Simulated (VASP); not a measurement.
These are PBEsol GGA, VASP's PBE PAW potentials (set 64) (plane waves; VASP) values and carry that method's errors.

VASP input:

INCAR:
```
# general
SYSTEM   =  Au
PREC     =  Accurate
ENCUT    =  400
LREAL    =  .FALSE.
LASPH    =  .TRUE.

# electronic loop
EDIFF    =  1E-6
NELM     =  100
ALGO     =  Normal
LMAXMIX  =  6

# smearing
ISMEAR   =  1
SIGMA    =  0.1

# functional
GGA      =  PS

# ions
IBRION   =  2
NSW      =  60
ISIF     =  3
EDIFFG   =  -0.01

# output
LWAVE    =  .FALSE.
LCHARG   =  .FALSE.
```

File POSCAR:
```
Au
1.0
 -1.6191490000   1.6191490000   1.6191490000
  1.6191490000  -1.6191490000   1.6191490000
  1.6191490000   1.6191490000  -1.6191490000
Au
1
direct
  0.0000000000   0.0000000000   0.0000000000
```

KPOINTS:
```
K-points
0
G
14 14 14
```

POTCAR, in this order: Au (PBE.64 set). Program: vasp_std.

What will the output report for the number of irreducible k-points (NKPTS), number of bands (NBANDS), largest plane-wave count, number of space-group operations, FFT grid (NGX, NGY, NGZ)?

The number of irreducible k-points (NKPTS) is 104 and the number of bands (NBANDS) is 9. The largest plane-wave count comes out as 321, the number of space-group operations is 48 and the FFT grid (NGX, NGY, NGZ) is 18 × 18 × 18.

The structure was generated: Au was put into the bcc type (Im-3m), which need not be its known phase. This run relaxes it. Symmetry was kept, so distortions that lower it aren't found.
